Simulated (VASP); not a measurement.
Runs of VASP 6.6.1 on H2. The cell holds a molecule in a box, 2 atoms: a = 10.000 Å, b = 10.500 Å, c = 11.000 Å, α = 90.00°, β = 90.00°, γ = 90.00°. 

```csv
task,level,potentials or basis,cell,cutoff (eV),gap on the mesh (eV)
relaxation of the atoms,LDA,"VASP PAW LDA potentials, release 64 (H)",atoms relaxed,520,10.01
relaxation of the atoms,PBEsol,"VASP PAW PBE potentials, release 64 (H_s)",atoms relaxed,400,(a)
relaxation of the atoms,PBE,"VASP PAW PBE potentials, release 64 (H)",atoms relaxed,520,10.16
relaxation of the atoms,RPBE,"VASP PAW PBE potentials, release 64 (H)",atoms relaxed,520,(b)
single point,PBEsol,"VASP PAW PBE potentials, release 64 (H)",as given,520,10.07
relaxation of the atoms,PBEsol,"VASP PAW PBE potentials, release 64 (H)",atoms relaxed,520,9.98
relaxation of the atoms,PBEsol,"VASP PAW PBE potentials, release 64 (H)",atoms relaxed,300,9.95
relaxation of the atoms,PBEsol,"VASP PAW PBE potentials, release 64 (H)",atoms relaxed,500,9.98
relaxation of the atoms,PBE+D3(BJ),"VASP PAW PBE potentials, release 64 (H)",atoms relaxed,520,10.16
```

Alike in all rows: no spin polarisation; k mesh 1 × 1 × 1; smearing gaussian 0.02 eV.

Problem. Estimate the missing entries.

Solution. (a) 9.96; (b) 10.21.

A k mesh can miss the band edges.

Not every run made on this cell is shown here.
